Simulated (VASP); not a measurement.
## HfO2 (Pca2_1): a series in a change of volume

How do the elastic response and the band edges of HfO2 follow a change of volume?

Program: VASP 6.6.1. Level of theory: LDA; plane waves and PAW (Hf_sv_GW, O), in the first sound run; inputs show where later runs differ. Results are calculated unless marked as measured.

Most raw output is cut from this account.

**1. The structure**

The structure is orthorhombic, space group Pca2_1 (No. 29). Conventional cell: a = 5.219 Å, b = 5.005 Å, c = 5.033 Å, α = 90.00°, β = 90.00°, γ = 90.00°. Nearest to Hf lie 7 O at 2.02 to 2.23 Å. Nearest to O lie 3 Hf at 2.02 to 2.13 Å. Nearest to O lie 4 Hf at 2.11 to 2.23 Å. Farther neighbours and most contacts between anions are not listed.

**2. Relax the crystal, LDA**

The series starts from the cell that this level prefers, so that zero strain is near zero stress.

This step took 2 runs in a row; the last is shown.

Level: LDA; plane waves and PAW (Hf_sv_GW, O).

INCAR

```
SYSTEM = HfO2
PREC = Accurate
ENCUT = 600
EDIFF = 1E-06
NELM = 120
ISMEAR = 0
SIGMA = 0.02
LREAL = .FALSE.
ALGO = Normal
GGA = CA
NBANDS = 60
LASPH = .TRUE.
LORBIT = 11
LWAVE = .FALSE.
LCHARG = .FALSE.
KPAR = 16
IBRION = 2
NSW = 40
ISIF = 3
EDIFFG = -0.005
POTIM = 0.4
```

POSCAR

```
HfO2
1.0
    5.1806944130      0.0000000000      0.0000000000
    0.0000000000      4.9797613975      0.0000000000
    0.0000000000      0.0000000000      4.9959303829
Hf O
4 8
Direct
    0.0330211355      0.2683275161      0.2432525481
    0.4669788645      0.2683275161      0.7432525481
    0.5330211355      0.7316724839      0.2432525481
    0.9669788645      0.7316724839      0.7432525481
    0.3691231711      0.0737656030      0.3786591364
    0.1308768289      0.0737656030      0.8786591364
    0.7365995938      0.4581910460      0.4910883154
    0.7634004062      0.4581910460      0.9910883154
    0.2634004062      0.5418089540      0.9910883154
    0.2365995938      0.5418089540      0.4910883154
    0.8691231711      0.9262343970      0.3786591364
    0.6308768289      0.9262343970      0.8786591364
```

KPOINTS

```
Automatic mesh
0
Gamma
6 6 6
0 0 0
```

Potentials, in the order of the species: Hf_sv_GW and O (LDA family, release 64).

The run is started by

```bash
mpirun -np 16 vasp_std
```

The job ended after 33 s (16 MPI ranks of Intel Xeon 6975P-C (Granite Rapids), shared host; peak memory 8.8 GiB).

Numbers from this step:

| Quantity | Value |
| --- | --- |
| energy(sigma→0) of the program | -143.5328 eV |
| stress, compression positive | xx, yy, zz 0.02, 0.02, 0.05 GPa |
| volume | 128.888 Å³ |
| ionic steps | 1 |

**3. Relax at fixed volume, LDA**

One member in full: the volume is scaled by 0.94, and shape and atoms relax at that volume.

Level: LDA; plane waves and PAW (Hf_sv_GW, O).

INCAR

```
SYSTEM = HfO2
PREC = Accurate
ENCUT = 600
EDIFF = 1E-07
NELM = 120
ISMEAR = 0
SIGMA = 0.02
LREAL = .FALSE.
ALGO = Normal
GGA = CA
NBANDS = 60
LASPH = .TRUE.
LORBIT = 11
LWAVE = .FALSE.
LCHARG = .FALSE.
KPAR = 8
IBRION = 2
NSW = 40
ISIF = 4
EDIFFG = -0.004
POTIM = 0.4
```

POSCAR, as its differences from that of step 2:

```diff
@@ -2,5 +2,5 @@
 1.0
-    5.1806944130      0.0000000000      0.0000000000
-    0.0000000000      4.9797613975      0.0000000000
-    0.0000000000      0.0000000000      4.9959303829
+    5.0749362805      0.0000000000      0.0000000000
+    0.0000000000      4.8781050897      0.0000000000
+    0.0000000000      0.0000000000      4.8939440032
 Hf O
```

KPOINTS is that of step 2.

The run is started by

```bash
mpirun -np 8 vasp_std
```

The job ended after 12 min (8 MPI ranks; peak memory 4.4 GiB).

Numbers from this step:

* energy(sigma→0) of the program: -143.1249 eV
* stress, compression positive: xx, yy, zz 16.30, 16.24, 16.25 GPa
* ionic steps: 27

**4. Dielectric response, LDA**

Linear response gives the dielectric tensors, Born charges and zone-centre modes.

Level: LDA; plane waves and PAW (Hf_sv_GW, O).

INCAR

```
SYSTEM = HfO2
PREC = Accurate
ENCUT = 600
EDIFF = 1E-08
NELM = 120
ISMEAR = 0
SIGMA = 0.02
LREAL = .FALSE.
ALGO = Normal
GGA = CA
NBANDS = 60
LASPH = .TRUE.
LWAVE = .FALSE.
LCHARG = .FALSE.
KPAR = 8
LEPSILON = .TRUE.
IBRION = 8
NSW = 1
```

POSCAR

```
HfO2
1.0
    5.1076971142      0.0000000000      0.0000000000
    0.0000000000      4.8830605460      0.0000000000
    0.0000000000      0.0000000000      4.8576195387
Hf O
4 8
Direct
    0.0341169930      0.2703301573      0.2510053061
    0.4658830070      0.2703301573      0.7510053061
    0.5341169930      0.7296698427      0.2510053061
    0.9658830070      0.7296698427      0.7510053061
    0.3830967773      0.0889015234      0.3618919537
    0.1169032227      0.0889015234      0.8618919537
    0.7440162637      0.4505900100      0.5001027402
    0.7559837363      0.4505900100      0.0001027402
    0.2559837363      0.5494099900      0.0001027402
    0.2440162637      0.5494099900      0.5001027402
    0.8830967773      0.9110984766      0.3618919537
    0.6169032227      0.9110984766      0.8618919537
```

KPOINTS

```
Automatic mesh
0
Gamma
5 5 5
0 0 0
```

The run is started by

```bash
mpirun -np 8 vasp_std
```

The job ended after 30 min (8 MPI ranks; peak memory 10 GiB; 4 h of CPU time).

Numbers from this step:

* ε∞, diagonal: 5.14, 5.30, 4.98

**5. Gap at another level, r2SCAN**

The gap is read on the mesh at a level that opens it further.

Level: r2SCAN; plane waves and PAW (Hf_sv_GW, O).

INCAR

```
SYSTEM = HfO2
PREC = Accurate
ENCUT = 600
EDIFF = 1E-06
NELM = 100
ISMEAR = 0
SIGMA = 0.02
LREAL = .FALSE.
ALGO = Normal
METAGGA = R2SCAN
LASPH = .TRUE.
NBANDS = 52
LWAVE = .FALSE.
LCHARG = .FALSE.
KPAR = 8
```

POSCAR is that of step 4.

KPOINTS is that of step 4.

The run is started by

```bash
mpirun -np 8 vasp_std
```

Run time: 70 s. Hardware: 8 MPI ranks; peak memory 3.1 GiB.

Read from the output:

| Quantity | Value |
| --- | --- |
| energy(sigma→0) of the program | -4358.4914 eV |
| stress, compression positive | xx, yy, zz 25.23, 25.12, 25.22 GPa |

The run ends at a pressure of 25.19 GPa, with forces up to 0.10 eV/Å.

**6. Gap at another level, TB-mBJ**

Level: TB-mBJ; plane waves and PAW (Hf_sv_GW, O).

TB-mBJ has no energy functional, so the total energy, stress and pressure in this output mean nothing.

INCAR, as its differences from that of step 5:

```diff
@@ -4,3 +4,3 @@
 EDIFF = 1E-06
-NELM = 100
+NELM = 150
 ISMEAR = 0
@@ -9,3 +9,3 @@
 ALGO = Normal
-METAGGA = R2SCAN
+METAGGA = MBJ
 LASPH = .TRUE.
```

POSCAR is that of step 5.

KPOINTS is that of step 5.

The run is started by

```bash
mpirun -np 8 vasp_std
```

Elapsed: 80 s, on 8 MPI ranks; peak memory 3.2 GiB; 10 min of CPU time.

**7. All members**

Runs beyond LDA use the data sets made with LDA; this shifts their levels slightly, and their total energies have another zero (at TB-mBJ, which has no energy functional, they mean nothing).

The other members went through these steps as far as the tables show, with the same cutoff and, step by step, the same mesh (but for the dielectric runs, see below); 25 runs are not shown. The session took 39 core hours (wall time by ranks) on a shared machine.

The dielectric columns come from linear-response runs at LDA, run where the gap exceeds a picked 1.2 eV, on meshes that differ between rows: 5×5×5 at 0.94, 0.96, 0.98, 1, 1.02; 4×5×5 at 1.04, 1.06. A change between rows on different meshes is not the strain's alone.

```csv
volume over the relaxed volume,volume (Å³/atom),pressure (GPa),energy above the unstrained row (meV/atom),"gap on the mesh, LDA (eV)",ε∞ (mean),static ε (mean),"largest Born charge, mean of the diagonal (e)",lowest optical mode (cm⁻¹),highest mode without LO–TO splitting (cm⁻¹)
0.940,10.096,16.259,33.994,4.555,5.139,17.778,5.234,143.004,800.748
0.960,10.311,10.642,15.310,4.503,5.119,18.383,5.241,139.317,785.517
0.980,10.526,5.143,4.083,4.404,5.106,19.242,5.243,133.920,768.430
1,10.741,0.034,0.000,4.316,5.096,20.279,5.242,127.128,751.305
1.020,10.956,-4.716,2.540,4.254,5.091,21.495,5.240,121.964,734.752
1.040,11.170,-8.881,11.079,4.216,5.086,23.037,5.237,116.698,719.858
1.060,11.385,-12.425,24.850,4.207,5.078,25.016,5.236,112.182,707.172
```

A cubic of the pressure in ln(V/V₀) through all rows has the slope −B at V₀: B = 248 GPa, and its curvature gives B′ = 3.4.

Gaps at r2SCAN, read on its mesh alone:

```csv
volume over the relaxed volume,gap (eV)
0.940,5.325
0.960,5.234
0.980,5.110
1,5.016
1.020,4.948
1.040,4.903
1.060,4.889
```

Gaps at TB-mBJ, read on its mesh alone, with one row partly withheld:

```csv
volume over the relaxed volume,gap (eV)
0.940,6.727
0.960,6.624
0.980,6.512
1,6.425
1.020,6.359
1.040,?
1.060,6.290
```

**8. Working out the slope**

The quantity to fit is the gap at TB-mBJ: 6.727, 6.624, 6.512, 6.425, 6.359, 6.290 eV in the rows shown.

Fitting a parabola to the 6 known rows (u: logarithm of the volume ratio) gives E = 21.01 u² − 3.640 u + 6.428 in eV; the residuals are 0.0064 eV r.m.s.

For the withheld row, u = 0.03922, the fit gives 6.3178 eV.

**9. The withheld row**

The calculation gives 6.3116 eV, so the prediction is 0.0062 eV too high, within twice the residual of the fit.

The rows do not lie on one parabola (a picked bound of 1 % of their span for the r.m.s. residual). Levels that cross, a degenerate level that splits or an edge that moves to another point can do that; which it is was not traced. So the linear term is no slope at zero strain, and none is listed.

**10. Outcome**

| Item | Value |
| --- | --- |
| bulk modulus | 248 GPa |
| gap of the unstrained cell, r2SCAN | 5.02 eV |
| gap of the unstrained cell, TB-mBJ | 6.42 eV |
| error of the predicted row | 6.2 meV |

In words: The slope of the energy gives 0.51 GPa at the relaxed volume where the pressure column has 0.03 GPa, a mark of the finite basis. r2SCAN opens gaps somewhat over GGA but leaves them below measured values as a rule. TB-mBJ is a potential fitted for gaps; it has no energy functional, so its total energies and forces mean nothing, and its bands tend to come out too narrow. Temperature, zero-point motion and excitons are left out.

[Lines on the potential files, build, host, timing and source positions are cut from VASP's logs without a mark.]

[Logs are printed without paths, hosts, clocks, repeated set-up lines and the standing remarks that a program may print on its own settings, such as how far it seeks lower states.]

[Hosts, paths, dates, database ids (printed as entryN), source tags and the programs' standing remarks are cut or masked in the printed files.]

[In band tables of VASP the shares of atoms and orbitals are scaled to a sum of 1 inside the atoms' spheres.]
